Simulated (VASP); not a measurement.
# A VASP study of SnSe2 (r2SCAN + rVV10): structure first, properties next, part 3 of 7

Aim: relax SnSe2 with r2SCAN + rVV10, compute its properties on that cell and hold them against experiment. The start is a cell from a database of measured crystal structures.

VASP 6.6.1, plane waves and PAW; the level of theory is named at each step.

So far. Step 3 (Second relaxation): It ends with a largest force of 0.002 eV/Å and a pressure of 0.02 GPa. The volume moved by under 0.01 %: the run met its threshold at the first step. Step 4 (Single point with fields (r2SCAN + rVV10)): In this run the pressure is 0.02 GPa, small enough to go on. The relaxed cell has a = 3.829, c = 6.221 Å (conventional setting).

**5. Bands along the symmetry lines (r2SCAN + rVV10)**

Level of this step: r2SCAN with rVV10; plane waves and PAW (Sn_d, Se) (VASP).

Levels along the symmetry lines show where the bands peak and cross; KPOINTS_OPT computes them in the converged potential.

The input, INCAR:

```
SYSTEM = SnSe2
PREC = Accurate
ENCUT = 400
EDIFF = 1E-06
NELM = 100
ISMEAR = 0
SIGMA = 0.05
LREAL = .FALSE.
ALGO = Normal
METAGGA = R2SCAN
LUSE_VDW = .TRUE.
IVDW_NL = 2
BPARAM = 11.95
CPARAM = 0.0093
LASPH = .TRUE.
NBANDS = 26
LORBIT = 11
LWAVE = .FALSE.
LCHARG = .FALSE.
KPAR = 2
```

The input, POSCAR:

```
SnSe2
1.0
    3.8293282261      0.0000000000      0.0000000000
   -1.9146641130      3.3162955232      0.0000000000
    0.0000000000      0.0000000000      6.2212929374
Sn Se
1 2
Direct
    0.0000000000      0.0000000000      0.0000000000
    0.3333333333      0.6666666667      0.2535250628
    0.6666666667      0.3333333333      0.7464749372
```

The input, KPOINTS:

```
Automatic mesh
0
Gamma
7 7 4
0 0 0
```

The input, KPOINTS_OPT:

```
Line mode
16
Line-mode
Reciprocal
  0.00000000   0.00000000   0.00000000 GAMMA
  0.50000000   0.00000000   0.00000000 M

  0.50000000   0.00000000   0.00000000 M
  0.33333333   0.33333333   0.00000000 K

  0.33333333   0.33333333   0.00000000 K
  0.00000000   0.00000000   0.00000000 GAMMA

  0.00000000   0.00000000   0.00000000 GAMMA
  0.00000000   0.00000000   0.50000000 A

  0.00000000   0.00000000   0.50000000 A
  0.50000000   0.00000000   0.50000000 L

  0.50000000   0.00000000   0.50000000 L
  0.33333333   0.33333333   0.50000000 H

  0.33333333   0.33333333   0.50000000 H
  0.00000000   0.00000000   0.50000000 A

  0.50000000   0.00000000   0.50000000 L
  0.50000000   0.00000000   0.00000000 M

  0.33333333   0.33333333   0.00000000 K
  0.33333333   0.33333333   0.50000000 H
```

PAW data sets: Sn_d and Se (PBE family, release 64).

Command:

```
$ mpirun -np 2 vasp_std
```

What it wrote:

```text
[... set-up lines as in an earlier step ...]
 entering main loop
       N       E                     dE             d eps       ncg     rms          rms(c)
Total rVV10 correction in eV:      0.6176621    29.3807389
Total rVV10 correction in eV:      0.6176621    29.3807389
DAV:   1     0.144965030134E+03    0.14497E+03   -0.10136E+04  1544   0.963E+02
DAV:   2    -0.349633904348E+02   -0.17993E+03   -0.16811E+03  1546   0.303E+02
DAV:   3    -0.576828271727E+02   -0.22719E+02   -0.22368E+02  1764   0.916E+01
DAV:   4    -0.584065653240E+02   -0.72374E+00   -0.72279E+00  1740   0.175E+01
DAV:   5    -0.584245611607E+02   -0.17996E-01   -0.17994E-01  2052   0.275E+00    0.580E+00
Total rVV10 correction in eV:      0.6278132    29.3807384
Total rVV10 correction in eV:      0.6278132    29.3807384
DAV:   6    -0.539581012512E+02    0.44665E+01   -0.13072E+00  1758   0.133E+01    0.397E+00
Total rVV10 correction in eV:      0.6402317    29.3807384
Total rVV10 correction in eV:      0.6402317    29.3807384
DAV:   7    -0.539649721275E+02   -0.68709E-02   -0.17860E-01  1746   0.191E+00    0.135E+00
Total rVV10 correction in eV:      0.6448190    29.3807384
Total rVV10 correction in eV:      0.6448190    29.3807384
DAV:   8    -0.539704652674E+02   -0.54931E-02   -0.11416E-02  1734   0.821E-01    0.288E-01
Total rVV10 correction in eV:      0.6464118    29.3807384
Total rVV10 correction in eV:      0.6464118    29.3807384
DAV:   9    -0.539712680062E+02   -0.80274E-03   -0.16444E-03  1750   0.238E-01    0.860E-02
Total rVV10 correction in eV:      0.6466981    29.3807384
Total rVV10 correction in eV:      0.6466981    29.3807384
DAV:  10    -0.539713213420E+02   -0.53336E-04   -0.16795E-04  1832   0.105E-01    0.392E-02
Total rVV10 correction in eV:      0.6469063    29.3807384
Total rVV10 correction in eV:      0.6469063    29.3807384
DAV:  11    -0.539713468899E+02   -0.25548E-04   -0.38296E-05  1700   0.369E-02    0.104E-02
Total rVV10 correction in eV:      0.6470358    29.3807384
Total rVV10 correction in eV:      0.6470358    29.3807384
DAV:  12    -0.539713494362E+02   -0.25463E-05   -0.59121E-06  1706   0.144E-02    0.320E-03
Total rVV10 correction in eV:      0.6470585    29.3807384
Total rVV10 correction in eV:      0.6470585    29.3807384
DAV:  13    -0.539713494477E+02   -0.11455E-07   -0.59761E-07   976   0.399E-03
Total rVV10 correction in eV:      0.6470610    29.3807384
Total rVV10 correction in eV:      0.6470610    29.3807384
Total rVV10 correction in eV:      0.6470621    29.3807384
Total rVV10 correction in eV:      0.6470621    29.3807384
   1 F= -.53971349E+02 E0= -.53971349E+02  d E =-.311546E-22
 Start KPOINTS_OPT (optional k-point list driver)
k-point batch [1-28\144]
       N       E                     dE             ncg
DAV:   1     0.761534043800E+02   -0.14610E+05     1570
DAV:   2    -0.511259169974E+04   -0.51887E+04     1564
DAV:   3    -0.577809197034E+04   -0.66550E+03     1736
DAV:   4    -0.579976131032E+04   -0.21669E+02     1802
DAV:   5    -0.580029906772E+04   -0.53776E+00     1970
DAV:   6    -0.580031780758E+04   -0.18740E-01     1880
DAV:   7    -0.580031856211E+04   -0.75453E-03     2206
DAV:   8    -0.580031856719E+04   -0.50757E-05     1514
DAV:   9    -0.580031856739E+04   -0.20396E-06     1332
[...]
k-point batch [141-144\144]
       N       E                     dE             ncg
DAV:   1     0.183100951539E+05   -0.31918E+04      218
DAV:   2     0.175773324810E+05   -0.73276E+03      240
DAV:   3     0.174867947382E+05   -0.90538E+02      242
DAV:   4     0.174840843932E+05   -0.27103E+01      256
DAV:   5     0.174840128087E+05   -0.71585E-01      302
DAV:   6     0.174840120794E+05   -0.72928E-03      280
DAV:   7     0.174840120514E+05   -0.28059E-04      304
DAV:   8     0.174840120513E+05   -0.11435E-06      224
```

Wall time 2.4 min (2 MPI ranks of Intel Xeon 6975P-C (Granite Rapids), shared host); peak memory 0.63 GiB; 4.6 min of CPU time.

OUTCAR, selected parts (step 5):

```text
   k-points           NKPTS =     28   k-points in BZ     NKDIM =     28   number of bands    NBANDS=     26

   NELECT =      26.0000    total number of electrons

 E-fermi :   3.9135

 k-point     1 :       0.0000    0.0000    0.0000
  band No.  band energies     occupation
    ...
      9       3.0337      2.00000
     10       3.0337      2.00000
     11       3.3100      2.00000
     12       3.3100      2.00000
     13       3.5272      2.00000
     14       5.0070      0.00000
     15       7.1573      0.00000
     16       8.6634      0.00000
     17       8.6635      0.00000
     18      12.2800      0.00000
    ...

  Total        0.0140201      0.0140201      0.0046582      0.0000000      0.0000000     -0.0000000
  in kB        0.2843179      0.2843179      0.0944661      0.0000000      0.0000000     -0.0000000
  external PRESSURE =       0.2210339 kB  Pullay stress =       0.0000000 kB

 POSITION                                       TOTAL-FORCE (eV/Angst)
 -----------------------------------------------------------------------------------
      0.00000      0.00000      0.00000         0.000000      0.000000      0.000000
     -0.00000      2.21086      1.57725        -0.000000      0.000000     -0.002291
      1.91466      1.10543      4.64404        -0.000000      0.000000      0.002291
 -----------------------------------------------------------------------------------
    total drift:                               -0.000000     -0.000000      0.000000

  FREE ENERGIE OF THE ION-ELECTRON SYSTEM (eV)
  ---------------------------------------------------
  free  energy   TOTEN  =       -53.9713494477 eV

  energy  without entropy=      -53.9713494477  energy(sigma->0) =      -53.97134945

[... 13 parts as in an earlier step ...]

[... 3 further parts left out ...]
```

Spin-orbit coupling is off here; with elements this heavy it splits and shifts levels by tenths of an eV or more.

Numbers from this step:

* bands: 26
* Fermi energy: 3.913 eV
* pressure: 0.02210 GPa
* least gap on mesh and path: 0.9209 eV
* least direct gap on mesh and path: 1.459 eV
* valence top at k: 0.08889, 0.08889, 0
* conduction bottom at k: 0.5, 0, 0.3333

Electronic bands along the path, in eV, zero at the valence-band top; v1 is the highest filled band, c1 the lowest empty one:

| point | v4 | v3 | v2 | v1 | c1 | c2 | c3 | c4 |
| --- | --- | --- | --- | --- | --- | --- | --- | --- |
| Γ | -0.60 | -0.32 | -0.32 | -0.11 | 1.37 | 3.52 | 5.03 | 5.03 |
| 0.47 of the way | -2.16 | -1.78 | -0.21 | -0.09 | 2.32 | 4.33 | 5.68 | 5.92 |
| M | -2.95 | -2.56 | -1.26 | -0.29 | 1.38 | 4.21 | 5.73 | 5.78 |
| 0.47 of the way | -3.14 | -2.89 | -1.27 | -1.18 | 1.65 | 5.52 | 5.68 | 6.68 |
| K | -3.61 | -3.31 | -1.58 | -1.58 | 1.47 | 6.85 | 6.85 | 7.57 |
| 0.53 of the way | -3.15 | -1.25 | -1.09 | -0.13 | 2.43 | 5.31 | 5.31 | 6.00 |
| Γ | -0.60 | -0.32 | -0.32 | -0.11 | 1.37 | 3.52 | 5.03 | 5.03 |
| 0.47 of the way | -0.66 | -0.66 | -0.24 | -0.24 | 2.16 | 3.52 | 4.91 | 4.91 |
| A | -0.70 | -0.70 | -0.16 | -0.16 | 2.79 | 3.46 | 4.76 | 4.76 |
| 0.53 of the way | -1.83 | -1.79 | -1.40 | -0.43 | 1.81 | 4.96 | 6.11 | 6.13 |
| L | -2.37 | -2.01 | -0.84 | -0.69 | 0.98 | 4.58 | 5.14 | 6.27 |
| 0.53 of the way | -3.55 | -2.82 | -0.62 | -0.45 | 1.98 | 4.93 | 5.50 | 6.11 |
| H | -4.15 | -3.70 | -0.41 | -0.41 | 2.60 | 4.99 | 4.99 | 6.47 |
| 0.53 of the way | -2.56 | -1.83 | -0.96 | -0.77 | 2.41 | 4.92 | 6.21 | 6.23 |
| A | -0.70 | -0.70 | -0.16 | -0.16 | 2.79 | 3.46 | 4.76 | 4.76 |
| jump to L | -2.37 | -2.01 | -0.84 | -0.69 | 0.98 | 4.58 | 5.14 | 6.27 |
| 0.53 of the way | -2.61 | -2.48 | -0.89 | -0.47 | 1.03 | 4.40 | 5.98 | 6.09 |
| M | -2.95 | -2.56 | -1.26 | -0.29 | 1.38 | 4.21 | 5.73 | 5.78 |
| jump to K | -3.61 | -3.31 | -1.58 | -1.58 | 1.47 | 6.85 | 6.85 | 7.57 |
| 0.47 of the way | -3.89 | -3.50 | -1.04 | -1.04 | 1.94 | 5.93 | 5.93 | 7.10 |
| H | -4.15 | -3.70 | -0.41 | -0.41 | 2.60 | 4.99 | 4.99 | 6.47 |

The largest weight of each band there:

| point | v4 | v3 | v2 | v1 | c1 | c2 | c3 | c4 |
| --- | --- | --- | --- | --- | --- | --- | --- | --- |
| Γ | Se 0.79 | Se 0.92 | Se 0.92 | Se 0.88 | Se 0.56 | Sn 0.59 | Sn 0.72 | Sn 0.72 |
| M | Se 0.77 | Se 0.69 | Se 0.87 | Se 0.92 | Se 0.58 | Sn 0.58 | Sn 0.60 | Se 0.65 |
| K | Se 0.68 | Se 0.64 | Se 0.92 | Se 0.92 | Se 0.58 | Se 0.59 | Se 0.59 | Sn 0.52 |
| Γ | Se 0.79 | Se 0.92 | Se 0.92 | Se 0.88 | Se 0.56 | Sn 0.59 | Sn 0.72 | Sn 0.72 |
| A | Se 0.80 | Se 0.80 | Se 0.91 | Se 0.91 | Se 0.59 | Sn 0.65 | Sn 0.74 | Sn 0.74 |
| L | Se 0.67 | Se 0.74 | Se 0.90 | Se 0.93 | Se 0.56 | Se 0.66 | Sn 0.64 | Sn 0.50 |

The path lowers the gap by 0.11 eV against the mesh alone, so a band edge lies off the mesh.

**6. Density of states (r2SCAN + rVV10)**

Here the states are counted by energy and projected on the atoms. The mesh is finer than in the run before.

Changes to INCAR since step 5:

```diff
@@ -5,3 +5,3 @@
 NELM = 100
-ISMEAR = 0
+ISMEAR = -5
 SIGMA = 0.05
@@ -20 +20,2 @@
 KPAR = 2
+NEDOS = 2001
```

POSCAR is that of step 5.

The input, KPOINTS:

```
Automatic mesh
0
Gamma
10 10 6
0 0 0
```

Command:

```
$ mpirun -np 2 vasp_std
```

What it wrote:

```text
[... set-up lines as in an earlier step ...]
 entering main loop
       N       E                     dE             d eps       ncg     rms          rms(c)
Total rVV10 correction in eV:      0.6176621    29.3807389
Total rVV10 correction in eV:      0.6176621    29.3807389
DAV:   1     0.146830956208E+03    0.14683E+03   -0.10067E+04  3942   0.972E+02
DAV:   2    -0.346256224557E+02   -0.18146E+03   -0.17041E+03  3948   0.306E+02
DAV:   3    -0.576772553856E+02   -0.23052E+02   -0.22735E+02  4662   0.917E+01
DAV:   4    -0.584098887136E+02   -0.73263E+00   -0.73174E+00  4418   0.176E+01
DAV:   5    -0.584278717710E+02   -0.17983E-01   -0.17981E-01  5332   0.276E+00    0.580E+00
Total rVV10 correction in eV:      0.6277588    29.3807384
Total rVV10 correction in eV:      0.6277588    29.3807384
DAV:   6    -0.539613931868E+02    0.44665E+01   -0.13073E+00  4534   0.133E+01    0.397E+00
Total rVV10 correction in eV:      0.6401350    29.3807384
Total rVV10 correction in eV:      0.6401350    29.3807384
DAV:   7    -0.539681887714E+02   -0.67956E-02   -0.17763E-01  4498   0.190E+00    0.134E+00
Total rVV10 correction in eV:      0.6446873    29.3807384
Total rVV10 correction in eV:      0.6446873    29.3807384
DAV:   8    -0.539736595274E+02   -0.54708E-02   -0.11446E-02  4460   0.820E-01    0.288E-01
Total rVV10 correction in eV:      0.6462759    29.3807384
Total rVV10 correction in eV:      0.6462759    29.3807384
DAV:   9    -0.539744624884E+02   -0.80296E-03   -0.16480E-03  4546   0.238E-01    0.861E-02
Total rVV10 correction in eV:      0.6465605    29.3807384
Total rVV10 correction in eV:      0.6465605    29.3807384
DAV:  10    -0.539745152965E+02   -0.52808E-04   -0.16798E-04  4714   0.105E-01    0.393E-02
Total rVV10 correction in eV:      0.6467696    29.3807384
Total rVV10 correction in eV:      0.6467696    29.3807384
DAV:  11    -0.539745409181E+02   -0.25622E-04   -0.38622E-05  4390   0.371E-02    0.104E-02
Total rVV10 correction in eV:      0.6468978    29.3807384
Total rVV10 correction in eV:      0.6468978    29.3807384
DAV:  12    -0.539745434531E+02   -0.25349E-05   -0.58762E-06  4238   0.144E-02    0.321E-03
Total rVV10 correction in eV:      0.6469213    29.3807384
Total rVV10 correction in eV:      0.6469213    29.3807384
DAV:  13    -0.539745434704E+02   -0.17315E-07   -0.60462E-07  2714   0.402E-03
Total rVV10 correction in eV:      0.6469238    29.3807384
Total rVV10 correction in eV:      0.6469238    29.3807384
Total rVV10 correction in eV:      0.6469248    29.3807384
Total rVV10 correction in eV:      0.6469248    29.3807384
   1 F= -.53974543E+02 E0= -.53974543E+02  d E =0.000000E+00
```

It took 1.7 min on 2 MPI ranks; peak memory 0.72 GiB.

OUTCAR, selected parts (step 6):

```text
   k-points           NKPTS =     72   k-points in BZ     NKDIM =     72   number of bands    NBANDS=     26

   NELECT =      26.0000    total number of electrons

 E-fermi :   3.6385

 k-point     1 :       0.0000    0.0000    0.0000
  band No.  band energies     occupation
    ...
      9       3.0328      2.00000
     10       3.0328      2.00000
     11       3.3089      2.00000
     12       3.3089      2.00000
     13       3.5262      2.00000
     14       5.0064      0.00000
     15       7.1567      0.00000
     16       8.6631      0.00000
     17       8.6631      0.00000
     18      12.2797      0.00000
    ...

  Total        0.0018639      0.0018639      0.0147600      0.0000000      0.0000000      0.0000000
  in kB        0.0377983      0.0377983      0.2993223      0.0000000      0.0000000      0.0000000
  external PRESSURE =       0.1249729 kB  Pullay stress =       0.0000000 kB

 POSITION                                       TOTAL-FORCE (eV/Angst)
 -----------------------------------------------------------------------------------
      0.00000      0.00000      0.00000         0.000000      0.000000      0.000000
     -0.00000      2.21086      1.57725         0.000000     -0.000000      0.000876
      1.91466      1.10543      4.64404        -0.000000      0.000000     -0.000876
 -----------------------------------------------------------------------------------
    total drift:                               -0.000000     -0.000000      0.000000

  FREE ENERGIE OF THE ION-ELECTRON SYSTEM (eV)
  ---------------------------------------------------
  free  energy   TOTEN  =       -53.9745434704 eV

  energy  without entropy=      -53.9745434704  energy(sigma->0) =      -53.97454347

[... 6 parts as in an earlier step ...]

[... 10 further parts left out ...]
```

This step gave:

```yaml
irreducible_k_points: 72
free_energy_toten: -53.9745 eV
fermi_energy: 3.639 eV
pressure: 0.01250 GPa
valence_top_at_k: 0.1, 0.1, 0
least_direct_gap_at_k: 0, 0, 0
gap_on_the_k_mesh: 0.9260 eV
least_direct_gap_on_the_k_mesh: 1.480 eV
```

The density of states has structure finer than the step of the table below, so its rows give means over 0.5 eV, whole bins alone (the curve runs from -12.0 to 8.88 eV). Peaks (eV: height): total -0.45: 5.00, 4.96: 3.44, 5.74: 4.47, 7.22: 3.29; Se p -2.54: 1.01, -0.45: 2.79, 2.25: 0.762, 5.74: 0.670; Sn p -2.54: 0.396, 4.96: 0.968, 5.74: 1.35, 7.22: 0.426; Sn s -7.16: 1.39, 2.25: 0.469; Sn d -0.45: 0.185, 7.22: 0.200, 8.62: 0.235.

States under -12.0 eV and over 8.9 eV are left out. The density of states by energy, zero at the valence-band top; means over each step; values in states/eV/cell:

| energy (eV) | total | Se p | Sn p | Sn s | Sn d | Se s | Se d |
| --- | --- | --- | --- | --- | --- | --- | --- |
| -8.0 | 0 | 0 | 0 | 0 | 0 | 0 | 0 |
| -7.5 | 0.328 | 0.0455 | 1.7e-4 | 0.159 | 7.9e-4 | 0.0101 | 0.00279 |
| -7.0 | 1.70 | 0.237 | 0.00252 | 0.776 | 0.00542 | 0.109 | 0.0127 |
| -6.5 | 0.873 | 0.121 | 0.00195 | 0.364 | 0.00197 | 0.111 | 0.00528 |
| -6.0 | 0.865 | 0.128 | 9.0e-4 | 0.310 | 0.00246 | 0.148 | 0.00299 |
| -5.5 | 0.236 | 0.0349 | 1.5e-4 | 0.0804 | 8.6e-4 | 0.0505 | 4.0e-4 |
| -5.0 | 0.0467 | 0.0141 | 0.00757 | 3.4e-4 | 6.3e-5 | 0.00110 | 1.0e-4 |
| -4.5 | 1.19 | 0.373 | 0.198 | 6.0e-4 | 0.00484 | 0.0220 | 0.00455 |
| -4.0 | 1.49 | 0.485 | 0.242 | 0.00184 | 0.0114 | 0.0244 | 0.00708 |
| -3.5 | 1.40 | 0.475 | 0.216 | 0.00657 | 0.0130 | 0.0259 | 0.00788 |
| -3.0 | 2.16 | 0.791 | 0.322 | 0.0110 | 0.0165 | 0.0312 | 0.0113 |
| -2.5 | 2.49 | 0.968 | 0.369 | 0.0107 | 0.0192 | 0.0358 | 0.0139 |
| -2.0 | 1.71 | 0.710 | 0.222 | 0.00823 | 0.0166 | 0.0242 | 0.00899 |
| -1.5 | 1.77 | 0.818 | 0.137 | 0.00726 | 0.0356 | 0.0142 | 0.00769 |
| -1.0 | 3.01 | 1.51 | 0.130 | 0.0145 | 0.0827 | 0.0214 | 0.0103 |
| -0.5 | 3.88 | 2.15 | 0.0523 | 0.00830 | 0.140 | 0.0161 | 0.00798 |
| 0.0 | 0.868 | 0.508 | 0.00991 | 2.3e-4 | 0.0303 | 0.00248 | 0.00155 |
| 0.5 | 0 | 0 | 0 | 0 | 0 | 0 | 0 |
| 1.0 | 0.162 | 0.0490 | 0.00190 | 0.0395 | 0.00260 | 0.00265 | 0.00314 |
| 1.5 | 1.08 | 0.360 | 0.0154 | 0.252 | 0.0158 | 0.00960 | 0.0201 |
| 2.0 | 1.66 | 0.606 | 0.0318 | 0.389 | 0.0167 | 0.0152 | 0.0269 |
| 2.5 | 1.09 | 0.415 | 0.0260 | 0.259 | 0.0113 | 0.0231 | 0.0139 |
| 3.0 | 0.0158 | 0.00594 | 3.3e-4 | 0.00385 | 2.9e-4 | 5.9e-4 | 1.6e-4 |
| 3.5 | 0.0248 | 0.00151 | 0.00728 | 8.7e-5 | 1.4e-5 | 0.00264 | 9.1e-4 |
| 4.0 | 0.218 | 0.0175 | 0.0656 | 7.5e-4 | 5.2e-4 | 0.0210 | 0.00815 |
| 4.5 | 1.18 | 0.138 | 0.302 | 0.00899 | 0.00687 | 0.0901 | 0.0520 |
| 5.0 | 2.54 | 0.344 | 0.721 | 0.0101 | 0.0102 | 0.124 | 0.131 |
| 5.5 | 2.47 | 0.357 | 0.772 | 0.00394 | 0.0183 | 0.0578 | 0.152 |
| 6.0 | 3.12 | 0.535 | 0.893 | 0.00551 | 0.0443 | 0.0584 | 0.192 |
| 6.5 | 2.43 | 0.442 | 0.545 | 0.00671 | 0.0835 | 0.0257 | 0.171 |
| 7.0 | 2.35 | 0.372 | 0.313 | 0.00946 | 0.140 | 0.0115 | 0.198 |
| 7.5 | 1.17 | 0.131 | 0.0971 | 0.00395 | 0.0883 | 0.00415 | 0.111 |
| 8.0 | 0.556 | 0.0398 | 0.0155 | 0.00203 | 0.0481 | 0.00175 | 0.0607 |
| 8.5 | 1.37 | 0.0946 | 0.0377 | 0.00381 | 0.126 | 0.00852 | 0.161 |

The gap on this mesh is 0.93 eV. In the top eV of the valence band the largest shares in the PAW spheres are Se p 55 %; in the lowest eV of the conduction band, Se p 34 % and Sn s 23 %. The rest lies in smaller channels or between the spheres.

(Part 3 of 7 ends here.)

[Lines on the potential files, build, host, timing and source positions are cut from VASP's logs without a mark.]

[Logs are printed without paths, hosts, clocks, repeated set-up lines and the standing remarks that a program may print on its own settings, such as how far it seeks lower states.]

[Hosts, paths, dates, database ids (printed as entryN), source tags and the programs' standing remarks are cut or masked in the printed files.]

[Measured values are set beside computed ones only where the two were judged alike; some that the calculation misses by far are left out.]
